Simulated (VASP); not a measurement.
# BaAl15O24 (a cell with a defect) in VASP: single point with PBE

Aim: the single point of BaAl15O24 (a cell with a defect) with PBE.

All numbers are computed with VASP 6.6.1; they aren't measurements. Logs are shortened: lines on timing, memory, paths and dates and some standing lists are left out, and cuts for length are marked.

## (1) The crystal as given

The cell holds a defect, 40 atoms: a = 6.953 Å, b = 8.667 Å, c = 8.588 Å, α = 47.52°, β = 66.83°, γ = 65.64°.

## (2) Single point, PBE

Contents of INCAR:

```
SYSTEM = BaAl15O24
  ALGO = Fast
  EDIFF = 1E-7
  ENCUT = 520
  GGA = PE
  ISIF = 2
  ISMEAR = -1
  LASPH = .TRUE.
  LCHARG = .FALSE.
  LREAL = Auto
  LWAVE = .FALSE.
  NBANDS = 126
  NELECT = 200.0
  NELM = 100
  PREC = Accurate
  SIGMA = 0.01
```

Contents of KPOINTS:

```
k-points
0
G
  3 3 3
  0 0 0
```

Contents of POSCAR:

```
BaAl15O24
1.0
    0.0000000000      4.8469330000      4.9854040000
    7.0899410000      0.0000000000      4.9854040000
    7.0899410000      4.8469330000      0.0000000000
Ba Al O
1 15 24
Direct
    0.9461355000      0.0843785000      0.3060165000
    0.4461355000      0.5843785000      0.8060165000
    0.0560165000      0.4134695000      0.1961355000
    0.5560165000      0.9134695000      0.6961355000
    0.3343785000      0.1961355000      0.9134695000
    0.8343785000      0.6961355000      0.4134695000
    0.1634695000      0.8060165000      0.0843785000
    0.6634695000      0.3060165000      0.5843785000
    0.5538645000      0.4156215000      0.1939835000
    0.0538645000      0.9156215000      0.6939835000
    0.4439835000      0.0865305000      0.3038645000
    0.9439835000      0.5865305000      0.8038645000
    0.1656215000      0.3038645000      0.5865305000
    0.6656215000      0.8038645000      0.0865305000
    0.3365305000      0.6939835000      0.4156215000
    0.8365305000      0.1939835000      0.9156215000
    0.7774975000      0.3244785000      0.3295235000
    0.2774975000      0.8244785000      0.8295235000
    0.0795235000      0.3185005000      0.0274975000
    0.5795235000      0.8185005000      0.5274975000
    0.0744785000      0.5274975000      0.3185005000
    0.5744785000      0.0274975000      0.8185005000
    0.5685005000      0.3295235000      0.8244785000
    0.0685005000      0.8295235000      0.3244785000
    0.7225025000      0.1755215000      0.1704765000
    0.2225025000      0.6755215000      0.6704765000
    0.4204765000      0.1814995000      0.4725025000
    0.9204765000      0.6814995000      0.9725025000
    0.4255215000      0.9725025000      0.1814995000
    0.9255215000      0.4725025000      0.6814995000
    0.9314995000      0.1704765000      0.6755215000
    0.4314995000      0.6704765000      0.1755215000
    0.1497020000      0.1002980000      0.8997020000
    0.6497020000      0.6002980000      0.3997020000
    0.3502980000      0.3997020000      0.1002980000
    0.8502980000      0.8997020000      0.6002980000
    0.8502980000      0.8997020000      0.1002980000
    0.3502980000      0.3997020000      0.6002980000
    0.1497020000      0.1002980000      0.3997020000
    0.6497020000      0.6002980000      0.8997020000
```

Potentials or basis: VASP PAW PBE potentials, release 64 (Ba_sv, Al, O).

Launch:

```sh
$ cat potpaw_PBE.64/Ba_sv/POTCAR potpaw_PBE.64/Al/POTCAR potpaw_PBE.64/O/POTCAR > POTCAR
$ mpirun -np 1 vasp_std > vasp.out
```

OUTCAR:

```text
SYSTEM = BaAl15O24
   EDIFF = 1E-7
   ENCUT = 520
   GGA = PE
   ISIF = 2
   ISMEAR = -1
   LASPH = .TRUE.
   LREAL = Auto
   NELECT = 200.0
   NELM = 100
   PREC = Accurate

 ion  position               nearest neighbor table
   1  0.946  0.084  0.306-  36 1.87  25 1.89  24 1.93  39 1.97  19 1.99  17 2.03   3 2.68  10 2.88
                             9 2.91  29 3.02  33 3.13  16 3.14  15 3.14   5 3.19   6 3.19  26 3.19
   2  0.446  0.584  0.806-  35 1.87  26 1.89  23 1.93  40 1.97  20 1.99  18 2.03   4 2.68   9 2.88
                            10 2.91  15 3.14  16 3.14   6 3.19   5 3.19   3 3.20
   3  0.056  0.413  0.196-  35 1.87  28 1.89  21 1.93  39 1.97  17 1.99  19 2.03   1 2.68  11 2.88
                            12 2.91  14 3.14  13 3.14   7 3.19   8 3.19   2 3.20
   4  0.556  0.913  0.696-  36 1.87  27 1.89  22 1.93  40 1.97  18 1.99  20 2.03   2 2.68  12 2.88
                            11 2.91  13 3.14  14 3.14   8 3.19   7 3.19   1 3.20
   5  0.334  0.196  0.913-  33 1.87  29 1.89  19 1.93  38 1.97  23 1.99  22 2.03   8 2.68  13 2.88
                            14 2.91  12 3.14  11 3.14   1 3.19   2 3.19   7 3.20
   6  0.834  0.696  0.413-  34 1.87  30 1.89  20 1.93  37 1.97  24 1.99  21 2.03   7 2.68  14 2.88
                            13 2.91  11 3.14  12 3.14   2 3.19   1 3.19   8 3.20
   7  0.163  0.806  0.084-  33 1.87  32 1.89  18 1.93  37 1.97  21 1.99  24 2.03   6 2.68  16 2.88
                            15 2.91  10 3.14   9 3.14   3 3.19   4 3.19   5 3.20   1 3.56
   8  0.663  0.306  0.584-  34 1.87  31 1.89  17 1.93  38 1.97  22 1.99  23 2.03   5 2.68  15 2.88
                            16 2.91   9 3.14  10 3.14   4 3.19   3 3.19   6 3.20   1 3.56
   9  0.554  0.416  0.194-  40 1.87  17 1.89  32 1.93  35 1.97  27 1.99  25 2.03  11 2.68   2 2.88
                             1 2.91   8 3.14   7 3.14  13 3.19  14 3.19  12 3.20
  10  0.054  0.916  0.694-  39 1.87  18 1.89  31 1.93  36 1.97  28 1.99  26 2.03  12 2.68   1 2.88
                             2 2.91   7 3.14   8 3.14  14 3.19  13 3.19  11 3.20
  11  0.444  0.087  0.304-  39 1.87  20 1.89  29 1.93  35 1.97  25 1.99  27 2.03   9 2.68   3 2.88
                             4 2.91   6 3.14   5 3.14  15 3.19  16 3.19  10 3.20   1 3.46   1 3.49
  12  0.944  0.587  0.804-  40 1.87  19 1.89  30 1.93  36 1.97  26 1.99  28 2.03  10 2.68   4 2.88
                             3 2.91   5 3.14   6 3.14  16 3.19  15 3.19   9 3.20   1 3.46   1 3.49
  13  0.166  0.304  0.587-  38 1.87  21 1.89  27 1.93  33 1.97  31 1.99  30 2.03  16 2.68   5 2.88
                             6 2.91   4 3.14   3 3.14   9 3.19  10 3.19  15 3.20
  14  0.666  0.804  0.087-  37 1.87  22 1.89  28 1.93  34 1.97  32 1.99  29 2.03  15 2.68   6 2.88
                             5 2.91   3 3.14   4 3.14  10 3.19   9 3.19  16 3.20
  15  0.337  0.694  0.416-  38 1.87  24 1.89  26 1.93  34 1.97  29 1.99  32 2.03  14 2.68   8 2.88
                             7 2.91   2 3.14   1 3.14  11 3.19  12 3.19  13 3.20
  16  0.837  0.194  0.916-  37 1.87  23 1.89  25 1.93  33 1.97  30 1.99  31 2.03  13 2.68   7 2.88
                             8 2.91   1 3.14   2 3.14  12 3.19  11 3.19  14 3.20
  17  0.777  0.324  0.330-   9 1.89   8 1.93   3 1.99   1 2.03
[... 9 lines left out ...]
  27  0.420  0.181  0.473-   4 1.89  13 1.93   9 1.99  11 2.03   1 3.33
  28  0.920  0.681  0.973-   3 1.89  14 1.93  10 1.99  12 2.03
[... 237 lines left out ...]
  Fermi-wavevector in a.u.,A,eV,Ry     =   1.368164  2.585455 25.468375  1.871873
  Thomas-Fermi vector in A             =   2.494152
   LORBIT       =      0    0 simple, 1 ext, 2 COOP (PROOUT), +10 PAW based schemes
   GGA     = PE    functional components
   LHFCALC =     F    Hartree Fock is set to
   AEXX    =    0.0000 exact exchange contribution
   IVDW    =     0    specifies the selected vdW correction
   LEPSILON=     F    determine dielectric tensor
   LRPA    =     F    only Hartree local field effects (RPA)
 non-spin polarized calculation
 RMM-DIIS sequential band-by-band and
  energy-cutoff  :      520.00
  volume of cell :      342.64
 maximum number of plane-waves:      9246
 NGX is ok and might be reduce to    54
   NGX = 25   NGY = 33   NGZ = 31

 number of electron     200.0000000 magnetization

 Free energy of the ion-electron system (eV)
  ---------------------------------------------------
  ext. energy  EPLUGINS =         0.00000000
  ---------------------------------------------------
  free energy    TOTEN  =      -259.28974283 eV

  energy without entropy =     -259.28974283  energy(sigma->0) =     -259.28974283

 E-fermi :  11.2866     XC(G=0): -11.8980

 val. band max:       11.0048617366   @ k =  -0.3333   0.3333   0.3333
 cond. band min:      11.7539986160   @ k =   0.0000   0.0000   0.0000
 fundamental gap:      0.7491368793
 Fermi energy:        11.2865561682

 k-point     1 :       0.0000    0.0000    0.0000
  band No.  band energies     occupation
      1     -17.0676      2.00000
      2     -12.7636      2.00000
      3     -11.9593      2.00000
      4     -11.8296      2.00000
      5     -11.7555      2.00000
      6     -11.5459      2.00000
[... 1599 lines left out ...]
    111      15.5533      0.00000
    112      15.7077      0.00000
 [bands above 112 left out]

------------------------ aborting loop because EDIFF is reached ----------------------------------------

  FORCE on cell =-STRESS in cart. coord.  units (eV):
  Direction    XX          YY          ZZ          XY          YZ          ZX
  --------------------------------------------------------------------------------------
  -------------------------------------------------------------------------------------
  Total       78.8236388     85.1981717     81.5116292      5.4867273     -7.6433719     11.2727487
  in kB      368.5760158    398.3830629    381.1449458     25.6557057    -35.7400851     52.7108983
  external PRESSURE =     382.7013415 kB  Pullay stress =       0.0000000 kB

 VOLUME and BASIS-vectors are now :
 -----------------------------------------------------------------------------
  energy-cutoff  :      520.00
  volume of cell :      342.64
      direct lattice vectors                 reciprocal lattice vectors
     0.000000000  4.846933000  4.985404000    -0.070522449  0.103158018  0.100292775
     7.089941000  0.000000000  4.985404000     0.070522449 -0.103158018  0.100292775
     7.089941000  4.846933000  0.000000000     0.070522449  0.103158018 -0.100292775

 POSITION                                       TOTAL-FORCE (eV/Angst)
 -----------------------------------------------------------------------------------
      2.76788      6.06910      5.13753        -9.614026     -0.464740      2.335578
      9.85782      6.06910      5.13753        -0.043685      0.152939     -0.341618
      4.32206      1.22216      2.34058         0.153086      0.114725      0.535772
     11.41200      6.06910      7.32598        -0.078027      0.364796      0.089202
      7.86703      6.04824      2.64483         0.582005     -0.316983      0.175995
      7.86703      6.04824      7.63023        -0.237281      0.373171      0.447092
[... 32 lines left out ...]
      3.54497      2.66292      1.24635         6.672102     10.183022      8.344134
     10.63491      7.50986      6.23175        -0.041541     -0.133452     -0.341377
 -----------------------------------------------------------------------------------
    total drift:                                0.002425      0.000162      0.000836

  FREE ENERGIE OF THE ION-ELECTRON SYSTEM (eV)
  ---------------------------------------------------
  free  energy   TOTEN  =      -259.2897428291 eV

  energy  without entropy=     -259.2897428291  energy(sigma->0) =     -259.28974283
```

OSZICAR:

```text
N       E                     dE             d eps       ncg     rms          rms(c)
DAV:   1     0.117194981072E+04    0.11719E+04   -0.10765E+05  3528   0.153E+03
DAV:   2    -0.218867768893E+03   -0.13908E+04   -0.13554E+04  4292   0.331E+02
[... 10 lines left out ...]
RMM:  13    -0.259289731749E+03   -0.13565E-04   -0.13327E-03  4451   0.772E-02    0.401E-02
RMM:  14    -0.259289740289E+03   -0.85398E-05   -0.27294E-04  4607   0.382E-02    0.131E-02
RMM:  15    -0.259289743748E+03   -0.34589E-05   -0.62194E-05  5150   0.161E-02    0.925E-03
RMM:  16    -0.259289742974E+03    0.77344E-06   -0.18738E-05  4361   0.100E-02    0.491E-03
RMM:  17    -0.259289742720E+03    0.25373E-06   -0.38308E-06  4355   0.488E-03    0.194E-03
RMM:  18    -0.259289742844E+03   -0.12322E-06   -0.12577E-06  4356   0.255E-03    0.159E-03
RMM:  19    -0.259289742829E+03    0.14483E-07   -0.20221E-07  2968   0.996E-04
   1 F= -.25928974E+03 E0= -.25928974E+03  d E =-.991752E-13
```

stdout:

```text
POSCAR found type information on POSCAR BaAlO
 POSCAR found :  3 types and      40 ions
 scaLAPACK will be used
 LDA part: xc-table for (Slater+PW92), standard interpolation
 POSCAR, INCAR and KPOINTS ok, starting setup
 FFT: planning ... GRIDC
 FFT: planning ... GRID_SOFT
 FFT: planning ... GRID
 WAVECAR not read
 entering main loop
 the old and the new charge density differ
 old charge density:   199.00000 new  200.00000
    0.753E+01
```

Run time: 18 min. Hardware: 1 thread of AMD EPYC 9R45 (Zen 5), shared host; peak memory 0.7 GiB.

What came out:

```
Free energy            : -259.2897 eV
Largest force          : 19.480 eV/Å
Band gap on the k mesh : 0.75 eV, indirect (least direct gap 0.76 eV)
```

Forces in eV/Å, atoms in the order of the input:
```
Ba   -9.614  -0.465   2.336
Al   -0.044   0.153  -0.342
Al    0.153   0.115   0.536
Al   -0.078   0.365   0.089
Al    0.582  -0.317   0.176
Al   -0.237   0.373   0.447
Al    0.483   0.500  -0.373
Al   -0.142  -0.418   0.164
Al    0.108  -0.184  -0.069
Al   -0.084   0.224   0.054
Al    0.236  -0.356   0.191
Al    0.176   0.377   0.201
Al   -0.062  -0.181   0.206
Al   -0.191   0.109  -0.139
Al   -0.134  -0.433  -0.436
Al    0.545  -0.160  -0.261
O    11.767  -4.187   1.587
O     0.103   0.069   0.016
O    -1.549  -4.877  13.355
O    -0.041   0.185  -0.031
O    -0.383  -0.042  -0.369
O     0.232  -0.024  -0.013
O    -0.369  -0.253   0.150
O   -14.652   5.989  -6.745
O    -2.712 -17.336  -6.066
O     0.018  -0.153   0.689
O     0.309   0.464   0.289
O     0.517   0.317  -0.010
O    -0.279   0.032  -0.076
O    -0.117  -0.040  -0.216
O     0.167   0.049  -0.089
O    -0.256  -0.036   0.309
O    -0.188  -0.087   0.006
O     0.475  -0.012   0.227
O     0.403  -0.472   0.150
O     8.503  10.717 -13.868
O    -0.144  -0.194  -0.001
O    -0.133   0.138  -0.074
O     6.672  10.183   8.344
O    -0.042  -0.133  -0.341
```

Levels at points of the mesh, in eV from the valence-band top:
```tsv
k point	band 96	band 97	band 98	band 99	band 100	band 101	band 102	band 103	band 104	band 105
(0.00, 0.00, 0.00)	-4.90	-3.77	-1.23	-0.37	-0.01	0.75	3.51	3.70	3.76	3.84
```

Caveat: the cell carries a net charge on a neutralising background, which shifts energy and pressure; the cell is charged against a uniform background, so pressure and absolute levels hang on convention; a pressure of tens of GPa on the cell as given is suspect, and the run, the potentials or the cell itself is likely at fault; spin-orbit coupling is left out, which moves the levels of the heavy elements. Expect the measured gap to be larger: semilocal functionals such as PBE lack the derivative discontinuity.
